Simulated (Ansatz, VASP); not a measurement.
**HfMg3 in VASP and in Ansatz**

The input INCAR:

```
PREC     = Accurate       # precision mode
ENCUT    = 520            # plane-wave cutoff, eV
EDIFF    = 1E-7           # SCF threshold, eV
ISMEAR   = -1             # smearing method
SIGMA    = 0.05           # smearing width, eV
LREAL    = F              # projectors in reciprocal space
LASPH    = T              # aspherical terms in the spheres
NELM     = 80             # most SCF steps
ALGO     = Normal         # electronic algorithm
ISIF     = 2              # what is computed and relaxed
LWAVE    = F              # write WAVECAR
LCHARG   = F              # write CHGCAR
GGA      = PE             # functional
NBANDS   = 16             # bands
```

The input KPOINTS:

```
regular mesh
0
Gamma
  8 8 8
```

File POSCAR:

```
HfMg3
1.0
   -2.1962634601      2.1962634601      4.4240095971
    2.1962634601     -2.1962634601      4.4240095971
    2.1962634601      2.1962634601     -4.4240095971
Hf Mg
1 3
Direct
    0.0000000000      0.0000000000      0.0000000000
    0.7500000000      0.2500000000      0.5000000000
    0.2500000000      0.7500000000      0.5000000000
    0.5000000000      0.5000000000      0.0000000000
```

Contents of input.yaml:

```yaml
crystal:
  lattice:
    - [-2.1962634601, 2.1962634601, 4.4240095971]
    - [2.1962634601, -2.1962634601, 4.4240095971]
    - [2.1962634601, 2.1962634601, -4.4240095971]
  atoms:
    - { symbol: Hf, position: [0.0, 0.0, 0.0] }
    - { symbol: Mg, position: [0.75, 0.25, 0.5] }
    - { symbol: Mg, position: [0.25, 0.75, 0.5] }
    - { symbol: Mg, position: [0.5, 0.5, 0.0] }
hamiltonian:
  xc: pbe
  pseudopotentials: { kind: paw }
kpoints:
  mp_grid: { grid: [8, 8, 8] }
scf:
  occupations: { method: fermi_dirac, width: 0.05 }
output:
  forces: true
  stress: true
  eigenvalues: true
```

Change from the starting cell: volume scaled by 0.96.

Alike in both runs: task single point; functional PBE; k mesh 8 × 8 × 8; occupations fermi-dirac, width 0.05 eV; no spin polarisation.

```csv
,VASP,Ansatz
version,VASP 6.6.1,Ansatz 0.2.0
potentials or method,"VASP PAW PBE potentials, release 64 (Hf_pv, Mg)",Ansatz PAW
plane-wave cutoff (eV),520,420
valence electrons in the cell,16,56
```

Ansatz gave:

```
gap on the k mesh at the Fermi level (eV)       : none
pressure (GPa)                                  : 2.3
largest component of the traceless stress (GPa) : 1.30
```

Question: Which values does VASP return?

Answer: gap on the k mesh at the Fermi level (eV): none; pressure (GPa): 2.2; largest component of the traceless stress (GPa): 1.33.

A gap of «none» marks a metal or a gap that the smearing closes. The two sets of potentials don't hold the same shells in valence.

The runs have no spin-orbit coupling, so splittings on Hf are missing.
